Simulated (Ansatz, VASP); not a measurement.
# Hf4N4O (O on HfN(001)) in two plane-wave programs, part 2 of 2

Aim: how closely do two programs agree when they are given the same cell, functional and k mesh?  The structure shown is the end of the VASP relaxation below.

VASP 6.6.1 and Ansatz 0.2.0.

So far: Starting point; VASP: relaxation, PBEsol.

## (3) Ansatz: single point, PBEsol

Level of this step: Ansatz beside VASP: Kohn-Sham DFT, plane waves, PBEsol (Ansatz).

Ansatz runs on its default PAW (the set named soft_2) files.

The same cell, functional, mesh and smearing now go to Ansatz, which takes its cutoff from its data sets.

input.yaml

```yaml
crystal:
  lattice:
    - [6.37810317, 0.0, 0.0]
    - [0.0, 6.37810317, 0.0]
    - [0.0, 0.0, 24.465]
  atoms:
    - { symbol: Hf, position: [0.0, 0.0, 0.32699775] }
    - { symbol: Hf, position: [0.0, 0.5, 0.32699775] }
    - { symbol: Hf, position: [0.5, 0.0, 0.32699775] }
    - { symbol: Hf, position: [0.5, 0.5, 0.32699775] }
    - { symbol: Hf, position: [0.25, 0.25, 0.41917024] }
    - { symbol: Hf, position: [0.25, 0.75, 0.41917024] }
    - { symbol: Hf, position: [0.75, 0.25, 0.41917024] }
    - { symbol: Hf, position: [0.75, 0.75, 0.41917024] }
    - { symbol: Hf, position: [0.0, 0.0, 0.51988955] }
    - { symbol: Hf, position: [0.0, 0.5, 0.51988955] }
    - { symbol: Hf, position: [0.5, 0.0, 0.51988955] }
    - { symbol: Hf, position: [0.5, 0.5, 0.51988955] }
    - { symbol: Hf, position: [0.25, 0.25, 0.6277637] }
    - { symbol: Hf, position: [0.25, 0.75, 0.6277637] }
    - { symbol: Hf, position: [0.75, 0.25, 0.6277637] }
    - { symbol: Hf, position: [0.75, 0.75, 0.6277637] }
    - { symbol: "N", position: [0.25, 0.25, 0.32699775] }
    - { symbol: "N", position: [0.25, 0.75, 0.32699775] }
    - { symbol: "N", position: [0.75, 0.25, 0.32699775] }
    - { symbol: "N", position: [0.75, 0.75, 0.32699775] }
    - { symbol: "N", position: [0.0, 0.0, 0.41917024] }
    - { symbol: "N", position: [0.0, 0.5, 0.41917024] }
    - { symbol: "N", position: [0.5, 0.0, 0.41917024] }
    - { symbol: "N", position: [0.5, 0.5, 0.41917024] }
    - { symbol: "N", position: [0.25, 0.25, 0.51059031] }
    - { symbol: "N", position: [0.25, 0.75, 0.51059031] }
    - { symbol: "N", position: [0.75, 0.25, 0.51059031] }
    - { symbol: "N", position: [0.75, 0.75, 0.51059031] }
    - { symbol: "N", position: [0.0, 0.0, 0.60338374] }
    - { symbol: "N", position: [0.0, 0.5, 0.60338374] }
    - { symbol: "N", position: [0.5, 0.0, 0.60338374] }
    - { symbol: "N", position: [0.5, 0.5, 0.60338374] }
    - { symbol: O, position: [0.25, 0.25, 0.69943289] }
    - { symbol: O, position: [0.25, 0.75, 0.69943289] }
    - { symbol: O, position: [0.75, 0.25, 0.69943289] }
    - { symbol: O, position: [0.75, 0.75, 0.69943289] }
hamiltonian:
  xc: pbesol
  pseudopotentials: { kind: paw }
kpoints:
  mp_grid: { grid: [4, 4, 1] }
scf:
  occupations: { method: methfessel_paxton, width: 0.1 }
  n_extra_bands: 13
efield:
  axis: 3
  dipole_correction: true
  ramp_width: 0.04
output:
  forces: true
  eigenvalues: true
```

On the command line:

```sh
> ansatz run input.yaml --threads 8 --pin off --max-ram 18432MiB --backend cpu --events-out ev --progress --plain --runs-dir out
```

Numbers of over 12 decimals in the logs are rounded to 6 here.

The program printed:

```text
scf.n_extra_bands = 13 over 260 filled bands (N_el = 520.0): the run solves 273 bands
Engine: ansatz 0.2.0, aarch64-unknown-linux-gnu
Pseudopotentials: kind: paw
Pseudopotential: Hf, paw, valence charge 26, recommended cutoff 420 eV (normal), Hf.paw.azcp
Pseudopotential: N, paw, valence charge 5, recommended cutoff 420 eV (normal), N.paw.azcp
Pseudopotential: O, paw, valence charge 6, recommended cutoff 420 eV (normal), O.paw.azcp
Functional definition: PBEsol
  exchange = pbesol_x
  correlation = pbesol_c
Crystal: 36 atoms, lattice volume = 995.241 Å³
Basis set: ecut = 420 eV, 19445 PW (Γ), exchange–correlation on 90×90×360 points (8 copies of the dense FFT grid, shifted against one another)
Bands: 273, of which v1, the nominal top of the filled ones, is band 260 counted from 1 (259 counted from 0)
Symmetry: 32 space group operations
Space group: P4mm (ITA 99), of the structure as read, at distance tolerance 1.0e-4 Å
k-points: 6 of 16
Non-local potential: Hf, projectors of the file, l = 0: 3, l = 1: 2, l = 2: 2, l = 3: 3
Non-local potential: N, projectors of the file, l = 0: 2, l = 1: 2, l = 2: 1
Non-local potential: O, projectors of the file, l = 0: 2, l = 1: 2, l = 2: 1
PAW form: soft (Blöchl's): semilocal exchange-correlation on the pseudo side does not see the compensation charge
PAW frozen core: Hf, regenerated for the run's functional, and the local potential with it (the file was generated under x = pbe(κ = 0.804, μ = 0.219515), c = pbe(β = 0.066725))
PAW frozen core: N, regenerated for the run's functional, and the local potential with it (the file was generated under x = pbe(κ = 0.804, μ = 0.219515), c = pbe(β = 0.066725))
PAW frozen core: O, regenerated for the run's functional, and the local potential with it (the file was generated under x = pbe(κ = 0.804, μ = 0.219515), c = pbe(β = 0.066725))
PAW one-centre angular grid: Hf, 590 points (default); XC on 64 Gauss nodes
PAW one-centre angular grid: N, 110 points (default); XC on 64 Gauss nodes
PAW one-centre angular grid: O, 110 points (default); XC on 64 Gauss nodes
Initial density: superposition of atomic densities (neutral atoms: chi_scale 0, normalization atom), corrected by the library's trained network
Initial wavefunctions: pseudopotential atomic-orbital guess
Functional: x = pbesol(κ = 0.804, μ = 0.123457), c = pbesol(β = 0.046)
SCF iter   1: F=—  HF=-257915.790339 eV  |F-HF|=—  |Δ(HF+E_count)|=         —  Δρ=1.06e-2  dr2=9.36e0  ethr=1.77e-3  p=-1.590 e·Å  D=-2.89e-1 V/Å  ΔV_dip=7.07 eV  dr2_dipole=3.49e0  V_vac-E_F(+/−)=10.39/3.32 eV  ⟨swp⟩=6.7  Hψ=7613  notcnv=0
efield: sawtooth ramp at fractional position 0.9932 (placed from the atoms, in the widest stretch of the axis that holds none; the zero of the levels goes with the place), width 0.0400; the density the first Hamiltonian is built on has a dipole p = -1.590 e·Å; the dipole correction subtracts the counter field D = -2.89e-1 V/Å, which shifts the + side's vacuum level by +7.07 eV against the − side's; the planar-averaged density in the ramp window peaks in size at 6.7e-5 e/Å³
preconditioner: auto → LDOS  [insulator: Δε(μ)=0.157 eV  Ē_g=15.099 eV  σ=0.100 eV  W_gap=0.58  n_scr=262 (ndim 8)  ℏωp=26.0 eV  f_vac=0.534  D(μ)=3.68/eV (n_scr^D=6)  ε∞_Penn≈4.0  β→1.0]
SCF iter   2: F=—  HF=-257919.434936 eV  |F-HF|=—  |Δ(HF+E_count)|=    3.64e0  S|Δr|=    0.00e0  Δρ=2.29e-2  dr2=1.33e2  ethr=1.77e-3  p=-2.050 e·Å  D=-3.73e-1 V/Å  ΔV_dip=9.12 eV  dr2_dipole=9.25e1  V_vac-E_F(+/−)=10.22/1.10 eV  ⟨swp⟩=3.2  Hψ=3320  notcnv=0  defer=32  recentre
SCF iter   3: F=—  HF=-257915.208382 eV  |F-HF|=—  |Δ(HF+E_count)|=    4.23e0  S|Δr|=    0.00e0  Δρ=3.66e-3  dr2=3.28e0  ethr=1.77e-3  p=-1.607 e·Å  D=-2.92e-1 V/Å  ΔV_dip=7.15 eV  dr2_dipole=2.34e0  V_vac-E_F(+/−)=10.20/3.05 eV  ⟨swp⟩=2.8  Hψ=3320  notcnv=0  defer=13
SCF iter   4: F=—  HF=-257915.030198 eV  |F-HF|=—  |Δ(HF+E_count)|=   1.78e-1  S|Δr|=    0.00e0  Δρ=2.63e-3  dr2=1.11e0  ethr=6.30e-4  p=-1.688 e·Å  D=-3.07e-1 V/Å  ΔV_dip=7.51 eV  dr2_dipole=9.07e-1  V_vac-E_F(+/−)=10.23/2.72 eV  ⟨swp⟩=2.2  Hψ=2709  notcnv=0  defer=14
SCF iter   5: F=—  HF=-257915.003082 eV  |F-HF|=—  |Δ(HF+E_count)|=   2.71e-2  S|Δr|=    0.00e0  Δρ=2.14e-3  dr2=1.02e-1  ethr=2.14e-4  p=-1.759 e·Å  D=-3.20e-1 V/Å  ΔV_dip=7.82 eV  dr2_dipole=9.95e-3  V_vac-E_F(+/−)=10.22/2.39 eV  ⟨swp⟩=2.0  Hψ=2518  notcnv=0  defer=15
SCF iter   6: F=—  HF=-257915.002608 eV  |F-HF|=—  |Δ(HF+E_count)|=   4.75e-4  S|Δr|=    0.00e0  Δρ=3.63e-3  dr2=1.20e0  ethr=1.97e-5  p=-1.776 e·Å  D=-3.23e-1 V/Å  ΔV_dip=7.90 eV  dr2_dipole=7.94e-1  V_vac-E_F(+/−)=10.22/2.32 eV  ⟨swp⟩=2.0  Hψ=2567  notcnv=0  defer=15
SCF iter   7: F=—  HF=-257914.993914 eV  |F-HF|=—  |Δ(HF+E_count)|=   8.69e-3  S|Δr|=    0.00e0  Δρ=1.59e-3  dr2=2.02e-1  ethr=1.97e-5  p=-1.762 e·Å  D=-3.20e-1 V/Å  ΔV_dip=7.84 eV  dr2_dipole=1.07e-1  V_vac-E_F(+/−)=10.21/2.38 eV  ⟨swp⟩=1.5  Hψ=1711  notcnv=0  defer=15
SCF iter   8: F=—  HF=-257914.992923 eV  |F-HF|=—  |Δ(HF+E_count)|=   9.91e-4  S|Δr|=    0.00e0  Δρ=9.76e-4  dr2=9.08e-2  ethr=1.97e-5  p=-1.771 e·Å  D=-3.22e-1 V/Å  ΔV_dip=7.88 eV  dr2_dipole=5.40e-2  V_vac-E_F(+/−)=10.21/2.34 eV  ⟨swp⟩=1.7  Hψ=1883  notcnv=0  defer=15
[...]
SCF iter  12: F=—  HF=-257914.991934 eV  |F-HF|=—  |Δ(HF+E_count)|=   2.11e-5  S|Δr|=    0.00e0  Δρ=7.51e-5  dr2=7.20e-4  ethr=1.30e-7  p=-1.781 e·Å  D=-3.24e-1 V/Å  ΔV_dip=7.92 eV  dr2_dipole=5.34e-4  V_vac-E_F(+/−)=10.21/2.29 eV  ⟨swp⟩=2.0  Hψ=1976  notcnv=0  defer=17
SCF iter  13: F=—  HF=-257914.991943 eV  |F-HF|=—  |Δ(HF+E_count)|=   9.26e-6  S|Δr|=    0.00e0  Δρ=1.66e-5  dr2=2.47e-5  ethr=1.30e-7  p=-1.782 e·Å  D=-3.24e-1 V/Å  ΔV_dip=7.92 eV  dr2_dipole=1.68e-5  V_vac-E_F(+/−)=10.21/2.29 eV  ⟨swp⟩=1.2  Hψ=1612  notcnv=0  defer=17
SCF iter  14: F=—  HF=-257914.992251 eV  |F-HF|=—  |Δ(HF+E_count)|=   3.08e-4  S|Δr|=    0.00e0  Δρ=1.54e-5  dr2=2.24e-5  ethr=4.75e-9  p=-1.782 e·Å  D=-3.24e-1 V/Å  ΔV_dip=7.93 eV  dr2_dipole=1.53e-5  V_vac-E_F(+/−)=10.21/2.29 eV  ⟨swp⟩=2.2  Hψ=2647  notcnv=0  defer=21
SCF iter  15: F=—  HF=-257914.992251 eV  |F-HF|=—  |Δ(HF+E_count)|=   8.14e-8  S|Δr|=    0.00e0  Δρ=8.14e-6  dr2=8.79e-6  ethr=4.31e-9  p=-1.782 e·Å  D=-3.24e-1 V/Å  ΔV_dip=7.93 eV  dr2_dipole=6.17e-6  V_vac-E_F(+/−)=10.21/2.29 eV  ⟨swp⟩=1.8  Hψ=1651  notcnv=0  defer=21
SCF iter  16: F=—  HF=-257914.992251 eV  |F-HF|=—  |Δ(HF+E_count)|=   3.61e-9  S|Δr|=    0.00e0  Δρ=2.96e-6  dr2=6.16e-7  ethr=1.69e-9  p=-1.782 e·Å  D=-3.24e-1 V/Å  ΔV_dip=7.93 eV  dr2_dipole=4.38e-7  V_vac-E_F(+/−)=10.21/2.29 eV  ⟨swp⟩=1.8  Hψ=1721  notcnv=0  defer=21
SCF iter  17: F=-257914.992251 eV  HF=-257914.992251 eV  |F-HF|=1.91e-8  |Δ(HF+E_count)|=   2.74e-9  S|Δr|=    0.00e0  Δρ=8.15e-7  dr2=1.38e-8  ethr=1.92e-11  p=-1.782 e·Å  D=-3.24e-1 V/Å  ΔV_dip=7.93 eV  dr2_dipole=5.67e-9  V_vac-E_F(+/−)=10.21/2.29 eV  ⟨swp⟩=12.7  Hψ=9185  notcnv=0
SCF 1 converged in 17 iterations: F = -257914.992251 eV  dr2 = 1.38e-8
  greatest PAW one-centre occupation: 0.998 electrons in one spin orbital (limit 2), on the Hf atom at site 15 (counted from 0), in its partial waves of l = 3
SCF converged after 17 iterations
Stability not checked: this state was not tested for a lower state beside it, because cold or Methfessel-Paxton smearing, or corrected tetrahedra, fill the levels in a way that the test cannot read (fill_not_monotonic; see scf.lower_state_search)
Free energy (F): -257914.992251 eV
Harris-Foulkes:  -257914.992251 eV  (|F-HF|=1.91e-8)
Internal energy: -257914.982523 eV  (E = F + TS)
E sigma→0 (E₀):  -257914.989819 eV
Entropy (-TS):   -0.009728 eV (-0.270 meV/atom)
Fermi energy:    4.873277 eV
Step filling:    the computed levels leave a gap of 0.0204 eV = 0.2 smearing widths at the electron count; against every level under it full and every level over it empty, smearing changes F+E_penalty+E_count by +0.294 meV and its σ→0 estimate by +2.726 meV
Dipole field:    D = -0.323928 V/Å  (p = -1.781623 e·Å, saw-weighted, corrected)
Work function:   Φ+ = 10.2118 eV   Φ− = 2.2868 eV
Levels:          The Fermi level and band energies are counted from a zero that moves with the ramp; work functions are not
--- Per-component energies (eV) ---
  E_band       = -6177.369124
  E_kinetic    = 9540.837392
  E_local      = -930209.065603  (includes V_loc(G=0)·N_el)
  E_nonlocal   = -18885.721852
  E_hartree    = 458533.338965
  E_xc         = -6004.439183
  E_vxc        = -5843.477111  (∫ρ·V_xc dr)
  E_paw        = -111477.499876  (= ΣΔE_a)
  E_vpaw       = 22279.044063  (= ΣTr[D̂ρ^β])
  E_aug_tail   = 0.010814  (compensation charges beyond the density's cutoff)
  E_efield     = 0.288559  (sawtooth field / dipole correction)
  E_vefield    = -125.629660  (∫n·V_field dr)
  E_ewald      = 340566.660063
  E_core_change = 20.608198  (= ΣΔE_core)
  E_smearing   = -0.009728  (= −TS)
  E_closure    = 0.000000  (closes the sum)
  Σ components = -257914.992251   (vs F -257914.992251, Δ=0.00e0)
--- Forces (eV/Å), atoms counted from 1 ---
  atom   1  Hf     0.00000000    -0.00000000     1.55073121
  atom   2  Hf     0.00000000    -0.00000000     1.55073121
  atom   3  Hf     0.00000000    -0.00000000     1.55073121
  atom   4  Hf     0.00000000    -0.00000000     1.55073121
  atom   5  Hf    -0.00000000     0.00000000    -0.26621106
  atom   6  Hf    -0.00000000    -0.00000000    -0.26621106
  atom   7  Hf    -0.00000000    -0.00000000    -0.26621106
  atom   8  Hf    -0.00000000    -0.00000000    -0.26621106
  atom   9  Hf     0.00000000     0.00000000     0.08403346
  atom  10  Hf     0.00000000     0.00000000     0.08403346
  atom  11  Hf     0.00000000     0.00000000     0.08403346
  atom  12  Hf     0.00000000     0.00000000     0.08403346
  atom  13  Hf     0.00000000     0.00000000     0.45004300
  atom  14  Hf     0.00000000    -0.00000000     0.45004300
  atom  15  Hf     0.00000000     0.00000000     0.45004300
  atom  16  Hf     0.00000000     0.00000000     0.45004300
  atom  17  N      0.00000000     0.00000000    -0.99755971
  atom  18  N      0.00000000    -0.00000000    -0.99755971
  atom  19  N      0.00000000    -0.00000000    -0.99755971
  atom  20  N      0.00000000    -0.00000000    -0.99755971
  atom  21  N     -0.00000000    -0.00000000    -0.24435588
  atom  22  N     -0.00000000    -0.00000000    -0.24435588
  atom  23  N     -0.00000000     0.00000000    -0.24435588
  atom  24  N     -0.00000000     0.00000000    -0.24435588
[...]
atom  29  N     -0.00000000     0.00000000    -0.05420930
  atom  30  N     -0.00000000    -0.00000000    -0.05420930
  atom  31  N     -0.00000000    -0.00000000    -0.05420930
  atom  32  N     -0.00000000    -0.00000000    -0.05420930
  atom  33  O     -0.00000000    -0.00000000    -0.48173676
  atom  34  O     -0.00000000     0.00000000    -0.48173676
  atom  35  O     -0.00000000     0.00000000    -0.48173676
  atom  36  O     -0.00000000    -0.00000000    -0.48173676
  max |Σ_I F_I| component: 5.98e-5 eV/Å
--- Band table (eV; the first three rows and the last of 6) ---
  k-point 0: bands = [... 256 lower, 4.4463, 4.8294, 4.8352, 4.8352, 4.8555, 4.8555, 5.0525, 5.8557, ... 9 higher]
  k-point 1: bands = [... 256 lower, 4.4769, 4.5712, 4.6167, 4.8179, 4.8236, 4.9111, 5.3821, 5.4975, ... 9 higher]
  k-point 2: bands = [... 256 lower, 4.5491, 4.5491, 4.7972, 4.7972, 4.8247, 4.8247, 5.0701, 5.0701, ... 9 higher]
  k-point 5: bands = [... 256 lower, 4.4029, 4.4029, 4.4029, 4.4029, 5.7448, 5.7448, 5.7448, 5.7448, ... 9 higher]
```

Elapsed: 77 s, on 8 threads of Arm Neoverse N1, shared host; peak memory 6.1 GiB.

## (4) Side by side

Known differences besides the PAW data sets themselves: the data sets hold 520 valence electrons in Ansatz (default PAW (the set named soft_2) files) and 296 in VASP; the cutoff is 420 eV in Ansatz and 400 eV in VASP (PREC = Normal, projectors in real space); Ansatz makes its cores anew for this functional, VASP keeps those of its PBE data sets. Total energies have different zeros and are not compared.

Forces on 10 of the 36 atoms, picked by the larger force of the two programs (eV/Å; atoms numbered as in POSCAR):

```csv
atom,"Ansatz x, y, z","VASP x, y, z"
Hf1,"0.000, 0.000, 1.551","0.000, 0.000, 1.524"
Hf2,"0.000, 0.000, 1.551","0.000, 0.000, 1.524"
Hf3,"0.000, 0.000, 1.551","0.000, 0.000, 1.524"
Hf4,"0.000, 0.000, 1.551","0.000, 0.000, 1.524"
N17,"0.000, 0.000, -0.998","0.000, 0.000, -1.016"
N18,"0.000, 0.000, -0.998","0.000, 0.000, -1.016"
N19,"0.000, 0.000, -0.998","0.000, 0.000, -1.016"
N20,"0.000, 0.000, -0.998","0.000, 0.000, -1.016"
O35,"0.000, 0.000, -0.482","0.000, 0.000, 0.013"
O36,"0.000, 0.000, -0.482","0.000, 0.000, 0.013"
```

The forces differ by 131 meV/Å r.m.s., which is 36.5 % of the r.m.s. force of 0.36 eV/Å (both taken over all components, held atoms included).

## (5) What moves the difference

The difference is large enough to ask for its cause, so further runs change the set-up of one program at a time, as the table lists.

```csv
run,r.m.s. force difference (% of the r.m.s. force)
as above,36
"cores kept as stored, as VASP does, whose cores stay as stored",35
```

## (6) What came out

| Item | Value |
| --- | --- |
| r.m.s. force difference (single point, PBEsol) | 36 % of the r.m.s. force |

**Reading.** The r.m.s. force difference is 36 % of the r.m.s. force (single point, PBEsol), beyond the 3 % picked in this series as the mark of a large difference. For single point, PBEsol: no further run halves the r.m.s. force difference; only Ansatz's side was varied. 2 further runs on this material are not shown. Differences of this kind measure data sets and numerical settings, not the functional's error against experiment.

[Lines on the potential files, build, host, timing and source positions are cut from VASP's logs without a mark.]

[Logs are printed without paths, hosts, clocks, repeated set-up lines and the standing remarks that a program may print on its own settings, such as how far it seeks lower states.]

[Hosts, paths, dates, database ids (printed as entryN), source tags and the programs' standing remarks are cut or masked in the printed files.]
